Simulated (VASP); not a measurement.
Method: PW91 GGA, VASP's PBE PAW potentials (set 64) (plane waves; VASP).

Input for VASP

KPOINTS:
```
Automatic
0
gamma
  8 8 4
```

### POSCAR
```
ZrS2
1
    1.8443585476    -3.1945227343     0.0000000000
    1.8443585476     3.1945227343    -0.0000000000
    0.0000000000     0.0000000000     6.5314297426
Zr S
1 2
Direct
  0.0000000000   0.0000000000   0.0000000000
  0.3333330000   0.6666670000   0.2215581000
  0.6666670000   0.3333330000   0.7784419000
```

INCAR:
```
# general
SYSTEM  = ZrS2
PREC    = Accurate
ENCUT   = 520
LREAL   = F   # projection in real space or not
LASPH   = T

# electronic loop
EDIFF   = 1E-7   # SCF stop (eV)
NELM    = 100   # most electronic steps
ALGO    = Normal
LMAXMIX = 4

# smearing
ISMEAR  = -5   # tetrahedra, Bloechl

# functional
GGA     = 91

# ions
ISIF    = 2

# output
LWAVE   = F
LCHARG  = T
LORBIT  = 11
NEDOS   = 601   # DOS grid

# other
LEFG    = T
```

POTCAR, in this order: Zr_sv S (PBE.64 set). Program: vasp_std.

Without a dispersion term in the relaxation, distances and binding between the weakly bound layers, chains or molecules are unreliable, and so is what depends on them.

Q: What does the run give for the energy per atom (σ→0)?

A: 
- energy per atom (σ→0) = -7.163 eV/atom

File OSZICAR:
```
...
DAV:  10    -0.214887213912E+02   -0.26001E-03   -0.16822E-03  1528   0.299E-01    0.146E-01
DAV:  11    -0.214887776052E+02   -0.56214E-04   -0.14563E-04  1464   0.843E-02    0.517E-02
DAV:  12    -0.214888263637E+02   -0.48758E-04   -0.81996E-05  1456   0.609E-02    0.279E-02
DAV:  13    -0.214888306648E+02   -0.43011E-05   -0.32157E-06  1632   0.115E-02    0.104E-02
DAV:  14    -0.214888328283E+02   -0.21635E-05   -0.40025E-06  1408   0.133E-02    0.180E-03
DAV:  15    -0.214888329460E+02   -0.11768E-06   -0.14134E-07  1368   0.258E-03    0.104E-03
DAV:  16    -0.214888329917E+02   -0.45783E-07   -0.16048E-08  1024   0.859E-04
   1 F= -.21488833E+02 E0= -.21488833E+02  d E =0.000000E+00
```

The compound is ZrS2 in the 1T layered structure. It was relaxed first, which changed the volume by +14 %.
